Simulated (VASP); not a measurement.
An input for Quantum ESPRESSO's pw.x (written as the equivalent of a VASP run, and not itself run):

```
&CONTROL
  calculation = 'vc-relax'
  pseudo_dir = './pseudo'
  outdir = './out'
  tprnfor = .true.
  tstress = .true.
  nstep = 40
  forc_conv_thr = 0.00078
/
&SYSTEM
  ibrav = 0
  nat = 2
  ntyp = 1
  ecutwfc = 72
  occupations = 'smearing'
  smearing = 'methfessel-paxton'
  degauss = 0.00735
  input_dft = 'pbesol'
/
&ELECTRONS
  conv_thr = 7.3e-08
  electron_maxstep = 100
/
&IONS
/
&CELL
  press = 300
/
ATOMIC_SPECIES
  Sn 118.710 Sn.upf
CELL_PARAMETERS angstrom
    -2.6572243    2.6572243    1.4441668
     2.6572243   -2.6572243    1.4441668
     2.6572243    2.6572243   -1.4441668
ATOMIC_POSITIONS crystal
  Sn   0.2500000  0.7500000  0.5000000
  Sn   0.0000000  1.0000000  0.0000000
K_POINTS automatic
  14 14 14 0 0 0
```

Q: Write the VASP files for the same calculation (PBEsol).

A: This is not unique; one that fits is 
File KPOINTS:
```
Automatic mesh
0
Gamma
14 14 14
0 0 0
```

INCAR:
```
! general
SYSTEM   =  Sn
PREC     =  Accurate
ENCUT    =  500
LREAL    =  F
LASPH    =  T

! electronic loop
EDIFF    =  1E-6
NELM     =  100
ALGO     =  Normal
LMAXMIX  =  4

! smearing
ISMEAR   =  1
SIGMA    =  0.1

! functional
GGA      =  PS

! ions
IBRION   =  2
NSW      =  40
ISIF     =  3
EDIFFG   =  -0.02
PSTRESS  =  300

! output
LWAVE    =  F
LCHARG   =  F
```

File POSCAR:
```
Sn
1.0
 -2.6572243110   2.6572243110   1.4441667859
  2.6572243110  -2.6572243110   1.4441667859
  2.6572243110   2.6572243110  -1.4441667859
Sn
2
Cartesian
  2.6572243110   0.0000000000   0.7220833930
  2.6572243110  -2.6572243110   1.4441667859
```

POTCAR, in this order: Sn_d (PBE.64 set). Program: vasp_std.

Limits of the translation: the potentials are each code's own (VASP's PAW set, PseudoDojo norm-conserving files in pw.x), so ENCUT and ecutwfc are chosen apart and not converted; conv_thr bounds pw.x's estimated SCF error, while EDIFF bounds the energy change between steps; forc_conv_thr acts on force components and is met together with etot_conv_thr.

The compound is Sn in the beta structure. It was relaxed first under an external pressure of 30 GPa.
